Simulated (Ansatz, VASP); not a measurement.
# H15C19 (amorphous poly(p-phenylene) at 300 K) in two plane-wave programs, part 2 of 2

Aim: how closely do two programs agree when they are given the same cell, functional and k mesh? Of the first pair: The structure shown is the start of the Ansatz relaxation below; VASP solves that cell, so the two are compared at the walk's first step.

VASP 6.6.1 and Ansatz 0.2.0.

So far. Step 3 (VASP: single point, PBE with D3(BJ), start cell, pair 1): The run ends at a pressure of 4.34 GPa, with forces up to 5.5 eV/Å.

## 5. Ansatz: relaxation, PBE with D3(BJ)

Level of this step: Ansatz beside VASP: Kohn-Sham DFT, plane waves, PBE with D3(BJ) (Ansatz).

This run makes the geometry at which the two programs are then compared.

The structure compared here is the end of the Ansatz relaxation.

The input, input.yaml:

```yaml
crystal:
  lattice:
    - [12.64167, 0.0, 0.0]
    - [0.0, 12.64167, 0.0]
    - [0.0, 0.0, 12.64167]
  atoms:
    - { symbol: C, position: [0.54645, 0.38292, 0.90408] }
    - { symbol: C, position: [0.5385, 0.26673, 0.87139] }
    - { symbol: C, position: [0.62484, 0.20412, 0.86427] }
    - { symbol: C, position: [0.61594, 0.10813, 0.81415] }
    - { symbol: C, position: [0.51986, 0.06506, 0.78305] }
    - { symbol: C, position: [0.433, 0.12976, 0.78919] }
    - { symbol: C, position: [0.43817, 0.23118, 0.83266] }
    - { symbol: C, position: [0.51431, 0.9589, 0.73629] }
    - { symbol: C, position: [0.57442, 0.87949, 0.77898] }
    - { symbol: C, position: [0.57028, 0.77618, 0.74539] }
    - { symbol: C, position: [0.5097, 0.75141, 0.65455] }
    - { symbol: C, position: [0.45413, 0.83268, 0.60671] }
    - { symbol: C, position: [0.45101, 0.93452, 0.64768] }
    - { symbol: C, position: [0.51741, 0.64456, 0.6172] }
    - { symbol: C, position: [0.53836, 0.62699, 0.51136] }
    - { symbol: C, position: [0.55286, 0.5282, 0.46703] }
    - { symbol: C, position: [0.5396, 0.43743, 0.53124] }
    - { symbol: C, position: [0.50751, 0.45482, 0.63736] }
    - { symbol: C, position: [0.50144, 0.55708, 0.68204] }
    - { symbol: C, position: [0.53806, 0.32895, 0.49113] }
    - { symbol: C, position: [0.59108, 0.24736, 0.5438] }
    - { symbol: C, position: [0.58891, 0.14287, 0.50393] }
    - { symbol: C, position: [0.52848, 0.12019, 0.41388] }
    - { symbol: C, position: [0.46198, 0.19712, 0.3715] }
    - { symbol: C, position: [0.46265, 0.29867, 0.41451] }
    - { symbol: C, position: [0.5114, 0.01114, 0.37326] }
    - { symbol: C, position: [0.41408, 0.97224, 0.3432] }
    - { symbol: C, position: [0.4069, 0.87095, 0.30075] }
    - { symbol: C, position: [0.49405, 0.80768, 0.28766] }
    - { symbol: C, position: [0.59006, 0.84452, 0.31504] }
[... 168 atom lines left out ...]
    - { symbol: H, position: [0.38971, 0.13294, 0.0995] }
    - { symbol: H, position: [0.62539, 0.88728, 0.06696] }
    - { symbol: H, position: [0.49949, 0.77834, 0.97461] }
    - { symbol: H, position: [0.55097, 0.16181, 0.16954] }
    - { symbol: H, position: [0.65098, 0.05228, 0.17925] }
    - { symbol: H, position: [0.63823, 0.13006, 0.06114] }
kpoints:
  mp_grid: { grid: [1, 1, 1] }
hamiltonian:
  xc: pbe
  dispersion: d3bj
scf:
  occupations: { method: fixed }
output:
  forces: true
relax:
  f_tol: 0.05
  max_steps: 200
```

On the command line:

```
$ ansatz run input.yaml --threads 4 --pin off --max-ram 8192MiB --backend cpu --events-out ev --progress --plain --runs-dir out
```

Numbers of over 12 decimals in the logs are rounded to 6 here.

Output:

```text
[...]
Crystal: 204 atoms, lattice volume = 2020.288 Å³
Basis set: ecut = 420 eV, 39607 PW (Γ), exchange–correlation on 180×180×180 points (8 copies of the dense FFT grid, shifted against one another)
Bands: 477, of which v1, the nominal top of the filled ones, is band 273 counted from 1 (272 counted from 0)
Symmetry: 1 space group operations
[...]
k-points: 1
[...]
- { symbol: H, position: [0.869636, 0.872049, 0.426859] }
    - { symbol: H, position: [0.069958, 0.843261, -0.00656292] }
[...]
- { symbol: C, position: [0.540912, 0.029383, 0.103500] }
    - { symbol: C, position: [0.565559, 0.923217, 0.083823] }
    - { symbol: C, position: [0.492627, 0.854901, 0.037292] }
    - { symbol: C, position: [0.621261, 0.104006, 0.149031] }
[...]
- { symbol: H, position: [0.515303, 0.773505, 1.020048] }
    - { symbol: H, position: [0.584858, 0.163876, 0.200117] }
    - { symbol: H, position: [0.680404, 0.061842, 0.196383] }
    - { symbol: H, position: [0.662559, 0.146328, 0.085181] }
```

## 6. VASP: single point, PBE with D3(BJ), relaxed cell, pair 2

The same cell, functional and mesh now go to VASP, with its own data sets.

The input, INCAR:

```
SYSTEM = H15C19
PREC = Accurate
ENCUT = 520
EDIFF = 1E-06
NELM = 120
ISMEAR = 0
SIGMA = 0.01
LREAL = Auto
ALGO = Normal
GGA = PE
IVDW = 12
NBANDS = 415
LORBIT = 11
LWAVE = .FALSE.
LCHARG = .FALSE.
ISIF = 2
LASPH = .TRUE.
GGA_COMPAT = .FALSE.
EFERMI = MIDGAP
```

The input, POSCAR:

```
H15C19
1.0
   12.6416700000      0.0000000000      0.0000000000
    0.0000000000     12.6416700000      0.0000000000
    0.0000000000      0.0000000000     12.6416700000
C H
114 90
Direct
    0.5409600000      0.3888600000      0.9204800000
    0.5331300000      0.2786000000      0.8768700000
    0.6222000000      0.2128300000      0.8731400000
    0.6169000000      0.1115100000      0.8310100000
    0.5221500000      0.0722400000      0.7884400000
    0.4333200000      0.1386400000      0.7898700000
    0.4386500000      0.2391800000      0.8347600000
    0.5177100000      0.9637500000      0.7457200000
    0.5738300000      0.8821900000      0.7961400000
    0.5683700000      0.7787200000      0.7601100000
    0.5109800000      0.7533000000      0.6684600000
    0.4571700000      0.8353500000      0.6160600000
    0.4584700000      0.9381500000      0.6553100000
    0.5101900000      0.6438100000      0.6283200000
    0.5169700000      0.6231500000      0.5195000000
    0.5189600000      0.5202900000      0.4808600000
    0.5135800000      0.4334000000      0.5499400000
    0.5053000000      0.4540300000      0.6587900000
    0.5036000000      0.5570200000      0.6972500000
    0.5150500000      0.3244100000      0.5086300000
    0.5678400000      0.2417700000      0.5608500000
    0.5698000000      0.1400600000      0.5187700000
    0.5163800000      0.1160400000      0.4243800000
    0.4635000000      0.1990100000      0.3725400000
    0.4634100000      0.3008500000      0.4131800000
    0.5109600000      0.0078300000      0.3810000000
    0.4186500000      0.9741600000      0.3290200000
    0.4095800000      0.8728800000      0.2884300000
    0.4924700000      0.7995800000      0.2964900000
    0.5860700000      0.8336300000      0.3459900000
[... 168 atom lines left out ...]
    0.4169000000      0.1464000000      0.0921300000
    0.6441500000      0.8937600000      0.1042000000
    0.5153000000      0.7735000000      0.0200500000
    0.5848600000      0.1638800000      0.2001200000
    0.6804000000      0.0618400000      0.1963800000
    0.6625600000      0.1463300000      0.0851800000
```

The input, KPOINTS:

```
Automatic mesh
0
Gamma
1 1 1
0 0 0
```

The projector-augmented-wave data sets are C and H (PBE family, release 64).

On the command line:

```
$ export OMP_NUM_THREADS=3
$ mpirun -np 1 vasp_gam
```

Output:

```text
[... set-up lines as in an earlier step ...]
 entering main loop
       N       E                     dE             d eps       ncg     rms          rms(c)
DAV:   1     0.365611127058E+04    0.36561E+04   -0.28408E+05   830   0.123E+03
DAV:   2    -0.103985603219E+04   -0.46960E+04   -0.44428E+04  1037   0.287E+02
DAV:   3    -0.146944742903E+04   -0.42959E+03   -0.42420E+03  1036   0.869E+01
DAV:   4    -0.148078144232E+04   -0.11334E+02   -0.11289E+02  1052   0.160E+01
[...]
DAV:  16    -0.135825521704E+04    0.16654E-04   -0.41100E-05  1028   0.190E-02    0.745E-03
DAV:  17    -0.135825521580E+04    0.12454E-05   -0.23615E-05  1132   0.122E-02    0.402E-03
DAV:  18    -0.135825521612E+04   -0.32602E-06   -0.90454E-06  1004   0.603E-03
   1 F= -.13739490E+04 E0= -.13739490E+04  d E =0.000000E+00
```

OUTCAR, selected parts (step 6):

```text
  FREE ENERGIE OF THE ION-ELECTRON SYSTEM (eV)
  ---------------------------------------------------
  free  energy   TOTEN  =     -1373.9490492873 eV

  energy  without entropy=    -1373.9490492873  energy(sigma->0) =    -1373.94904929
```

The run ends at a pressure of 0.31 GPa, with forces up to 0.058 eV/Å.

## 7. Comparison

Both answers:

| quantity | Ansatz | VASP | difference |
| --- | --- | --- | --- |
| gap on the k mesh (eV) | 2.444 | 2.444 | 0.000 |

At this near-relaxed geometry the largest component of a force difference is 38 meV/Å. A gap on the mesh is an upper bound, since the band edges may lie between its points.

## 8. What came out

```
r.m.s. force difference (single point, PBE with D3(BJ), start cell, pair 1)   : 1.4 % of the r.m.s. force
r.m.s. force difference (single point, PBE with D3(BJ), relaxed cell, pair 2) : 14 meV/Å
```

The r.m.s. force difference is 14 meV/Å (single point, PBE with D3(BJ), relaxed cell, pair 2), beyond the 12 meV/Å picked in this series as the mark of a large difference. What causes the difference of the single point, PBE with D3(BJ), relaxed cell, pair 2 pair stays open here. How closely two codes agree says nothing of how well the functional describes the real material.

[Lines on the potential files, build, host, timing and source positions are cut from VASP's logs without a mark.]

[Logs are printed without paths, hosts, clocks, repeated set-up lines and the standing remarks that a program may print on its own settings, such as how far it seeks lower states.]

[Hosts, paths, dates, database ids (printed as entryN), source tags and the programs' standing remarks are cut or masked in the printed files.]
